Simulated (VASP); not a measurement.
Computed with PBEsol GGA, VASP's PBE PAW potentials (set 64) (plane waves; VASP).

VASP ran on this input.

**POSCAR**
```
Ta
1
    0.0000000000     2.0851690000     2.0851690000
    2.0851690000     0.0000000000     2.0851690000
    2.0851690000     2.0851690000     0.0000000000
Ta
1
Direct
  0.0000000000   0.0000000000   0.0000000000
```

**INCAR**
```
SYSTEM=Ta
EDIFFG=-0.01   # ionic stop
ISMEAR=1   # Methfessel-Paxton
LWAVE=.FALSE.
SIGMA=0.1
PREC=Accurate
GGA=PS   # PBEsol
NELM=100   # most electronic steps
IBRION=2   # conjugate gradients
LMAXMIX=6   # l cut-off of mixed one-centre charges
LASPH=.TRUE.   # aspherical one-centre terms
LREAL=.FALSE.
EDIFF=1E-6   # SCF stop (eV)
NSW=60
ENCUT=400
ISIF=3
ALGO=Normal
LCHARG=.FALSE.
```

File KPOINTS:
```
Automatic mesh
0
Gamma
14 14 14
0 0 0
```

POTCAR, in this order: Ta_pv (PBE.64 set). Program: vasp_std.

What VASP printed:

File OUTCAR:
```
 ion  position               nearest neighbor table
   1  0.000  0.000  0.000-
  LATTYP: Found a face centered cubic cell.
 ALAT       =     4.1703380000
 Subroutine PRICEL returns:
 Original cell was already a primitive cell.
 Subroutine GETGRP returns: Found 48 space group operations
The static configuration has the point symmetry O_h .
The dynamic configuration has the point symmetry O_h .
 Subroutine INISYM returns: Found 48 space group operations
 Subroutine IBZKPT returns following result:
 Found    104 irreducible k-points:

 Following reciprocal coordinates:
            Coordinates               Weight
  0.000000  0.000000  0.000000      1.000000
  0.071429  0.000000  0.000000      8.000000
  0.142857  0.000000  0.000000      8.000000
  0.214286  0.000000  0.000000      8.000000
  0.285714  0.000000  0.000000      8.000000
  0.357143  0.000000  0.000000      8.000000
  0.428571  0.000000  0.000000      8.000000
  0.500000  0.000000  0.000000      4.000000
  0.071429  0.071429  0.000000      6.000000
  0.142857  0.071429  0.000000     24.000000
  0.214286  0.071429  0.000000     24.000000
  0.285714  0.071429  0.000000     24.000000
  0.357143  0.071429  0.000000     24.000000
  0.428571  0.071429  0.000000     24.000000
  0.500000  0.071429  0.000000     24.000000
 -0.428571  0.071429  0.000000     24.000000
 -0.357143  0.071429  0.000000     24.000000
 -0.285714  0.071429  0.000000     24.000000
 -0.214286  0.071429  0.000000     24.000000
 -0.142857  0.071429  0.000000     24.000000
 -0.071429  0.071429  0.000000     12.000000
  0.142857  0.142857  0.000000      6.000000
  0.214286  0.142857  0.000000     24.000000
  0.285714  0.142857  0.000000     24.000000
  0.357143  0.142857  0.000000     24.000000
  0.428571  0.142857  0.000000     24.000000
  0.500000  0.142857  0.000000     24.000000
 -0.428571  0.142857  0.000000     24.000000
 -0.357143  0.142857  0.000000     24.000000
 -0.285714  0.142857  0.000000     24.000000
 -0.214286  0.142857  0.000000     24.000000
 -0.142857  0.142857  0.000000     12.000000
  0.214286  0.214286  0.000000      6.000000
  0.285714  0.214286  0.000000     24.000000
  0.357143  0.214286  0.000000     24.000000
  0.428571  0.214286  0.000000     24.000000
  0.500000  0.214286  0.000000     24.000000
 -0.428571  0.214286  0.000000     24.000000
 -0.357143  0.214286  0.000000     24.000000
 -0.285714  0.214286  0.000000     24.000000
   k-points           NKPTS =    104   k-points in BZ     NKDIM =    104   number of bands    NBANDS=      9
   number of dos      NEDOS =    301   number of ions     NIONS =      1
   total plane-waves  NPLWV =   8000
   dimension x,y,z NGX =    20 NGY =   20 NGZ =   20
   dimension x,y,z NGXF=    40 NGYF=   40 NGZF=   40
   ions per type =               1
   PREC   = accura    normal or accurate (medium, high low for compatibility)
   ISTART =      0    job   : 0-new  1-cont  2-samecut
   ICHARG =      2    charge: 1-file 2-atom 10-const
   ISPIN  =      1    spin polarized calculation?
   LNONCOLLINEAR =      F non collinear calculations
   LSORBIT =      F    spin-orbit coupling
   INIWAV =      1    electr: 0-lowe 1-rand  2-diag
   ENCUT  =  400.0 eV  29.40 Ry    5.42 a.u.   4.81  4.81  4.81*2*pi/ulx,y,z
   NELM   =    100;   NELMIN=  2; NELMDL= -5     # of ELM steps
   EDIFF  = 0.1E-05   stopping-criterion for ELM
   LREAL  =      F    real-space projection
   NLSPLINE    = F    spline interpolate recip. space projectors
   LMAXMIX     =    6 max onsite mixed and CHGCAR
   VOSKOWN=      0    Vosko Wilk Nusair interpolation
...
```

File OSZICAR:
```
       N       E                     dE             d eps       ncg     rms          rms(c)
DAV:   1     0.381694655092E+02    0.38169E+02   -0.58113E+03  1872   0.957E+02
DAV:   2    -0.122373733027E+02   -0.50407E+02   -0.49449E+02  2373   0.219E+02
DAV:   3    -0.128173888322E+02   -0.58002E+00   -0.56360E+00  2161   0.247E+01
DAV:   4    -0.128202317898E+02   -0.28430E-02   -0.28396E-02  2187   0.152E+00
DAV:   5    -0.128202488751E+02   -0.17085E-04   -0.17085E-04  2125   0.954E-02    0.134E+01
DAV:   6    -0.124160217817E+02    0.40423E+00   -0.44824E-01  1922   0.793E+00    0.646E+00
DAV:   7    -0.122874757025E+02    0.12855E+00   -0.37583E-01  1976   0.681E+00    0.328E-01
DAV:   8    -0.122852965520E+02    0.21792E-02   -0.34723E-03  2003   0.811E-01    0.100E-01
DAV:   9    -0.122852715671E+02    0.24985E-04   -0.95373E-05  2068   0.106E-01    0.273E-02
DAV:  10    -0.122852699280E+02    0.16392E-05   -0.36168E-06  2021   0.248E-02    0.697E-03
DAV:  11    -0.122852703596E+02   -0.43166E-06   -0.22693E-07   997   0.677E-03
   1 F= -.12285270E+02 E0= -.12285267E+02  d E =-.122853E+02
       N       E                     dE             d eps       ncg     rms          rms(c)
DAV:   1    -0.122953307662E+02   -0.10061E-01   -0.36567E-01  1894   0.888E+00    0.910E-01
DAV:   2    -0.122864188048E+02    0.89120E-02   -0.12751E-02  1906   0.141E+00    0.308E-01
DAV:   3    -0.122844299062E+02    0.19889E-02   -0.67037E-03  1972   0.982E-01    0.119E-01
DAV:   4    -0.122844567938E+02   -0.26888E-04   -0.75080E-05  2071   0.954E-02    0.119E-02
DAV:   5    -0.122844563686E+02    0.42522E-06   -0.64912E-06  2070   0.300E-02
   2 F= -.12284456E+02 E0= -.12284523E+02  d E =0.813991E-03
       N       E                     dE             d eps       ncg     rms          rms(c)
DAV:   1    -0.122908036524E+02   -0.63469E-02   -0.17869E-01  1896   0.617E+00    0.642E-01
DAV:   2    -0.122864129445E+02    0.43907E-02   -0.61614E-03  1905   0.991E-01    0.218E-01
DAV:   3    -0.122854251418E+02    0.98780E-03   -0.33226E-03  1971   0.697E-01    0.862E-02
DAV:   4    -0.122854463489E+02   -0.21207E-04   -0.37213E-05  2065   0.674E-02    0.848E-03
DAV:   5    -0.122854466330E+02   -0.28404E-06   -0.37021E-06  2008   0.229E-02
   3 F= -.12285447E+02 E0= -.12285464E+02  d E =-.176273E-03
```

OUTCAR:
```
------------------------ aborting loop because EDIFF is reached ----------------------------------------
  FORCE on cell =-STRESS in cart. coord.  units (eV):
  Direction    XX          YY          ZZ          XY          YZ          ZX
  --------------------------------------------------------------------------------------
  Total        0.0006290      0.0006290      0.0006290      0.0000000      0.0000000     -0.0000000
  in kB        0.0553643      0.0553643      0.0553643      0.0000000      0.0000000     -0.0000000
  external PRESSURE =       0.0553643 kB  Pullay stress =       0.0000000 kB
  volume of cell :       18.20
      direct lattice vectors                 reciprocal lattice vectors
     0.000000000  2.087892416  2.087892416    -0.239475941  0.239475941  0.239475941
     2.087892416 -0.000000000  2.087892416     0.239475941 -0.239475941  0.239475941
     2.087892416  2.087892416  0.000000000     0.239475941  0.239475941 -0.239475941
 POSITION                                       TOTAL-FORCE (eV/Angst)
 -----------------------------------------------------------------------------------
      0.00000      0.00000      0.00000        -0.000000     -0.000000      0.000000
 -----------------------------------------------------------------------------------
    total drift:                                0.000000      0.000000      0.000000
  FREE ENERGIE OF THE ION-ELECTRON SYSTEM (eV)
  ---------------------------------------------------
  free  energy   TOTEN  =       -12.2854466330 eV

  energy  without entropy=      -12.2854999642  energy(sigma->0) =      -12.28546441

 reached required accuracy - stopping structural energy minimisation
```
(Selected blocks of OUTCAR.)

**CONTCAR**
```
Ta
   1.00000000000000
     0.0000000000000000    2.0878924160031231    2.0878924160031231
     2.0878924160031231   -0.0000000000000000    2.0878924160031231
     2.0878924160031231    2.0878924160031231    0.0000000000000000
  Ta
     1
Direct
     0.0000000000000000    0.0000000000000000    0.0000000000000000
```

File OUTCAR:
```
 val. band max:        5.6023169612   @ k =  -0.4286   0.2143   0.0714

 cond. band min:       5.6319411775   @ k =   0.3571   0.1429   0.0000


 Fermi energy:         5.6165897321

 k-point     1 :       0.0000    0.0000    0.0000
  band No.  band energies     occupation
      1     -27.8477      2.00000
      2     -27.8477      2.00000
      3     -27.8477      2.00000
      4      -2.6544      2.00000
      5       6.0410     -0.00000
      6       6.0410     -0.00000
      7       6.0410     -0.00000
      8       9.1581      0.00000
      9       9.1581      0.00000

 k-point     2 :       0.0714    0.0000    0.0000
  band No.  band energies     occupation
      1     -27.9083      2.00000
      2     -27.8553      2.00000
      3     -27.8553      2.00000
      4      -2.4416      2.00000
      5       5.8585     -0.00329
      6       6.1417     -0.00000
      7       6.1417     -0.00000
      8       9.0582      0.00000
      9       9.0582      0.00000

 k-point     3 :       0.1429    0.0000    0.0000
  band No.  band energies     occupation
      1     -28.0753      2.00000
      2     -27.8764      2.00000
      3     -27.8764      2.00000
      4      -1.8402      2.00000
      5       5.4281      2.02279
      6       6.3729     -0.00000
      7       6.3729     -0.00000
      8       8.8834      0.00000
      9       8.8834      0.00000

 k-point     4 :       0.2143    0.0000    0.0000
  band No.  band energies     occupation
      1     -28.3098      2.00000
      2     -27.9068      2.00000
      3     -27.9068      2.00000
      4      -0.9718      2.00000
      5       5.0070      2.00000
      6       6.5009     -0.00000
      7       6.5009     -0.00000
      8       8.9723      0.00000
      9       8.9723      0.00000

 k-point     5 :       0.2857    0.0000    0.0000
  band No.  band energies     occupation
      1     -28.5613      2.00000
      2     -27.9403      2.00000
      3     -27.9403      2.00000
...
```

Unless said otherwise, spin-orbit coupling is left out, though it shifts the bands of the heavy elements here.

The structure was generated: Ta was put into the fcc type (Fm-3m), which need not be its known phase. This run relaxes it. Symmetry was kept, so distortions that lower it aren't found.
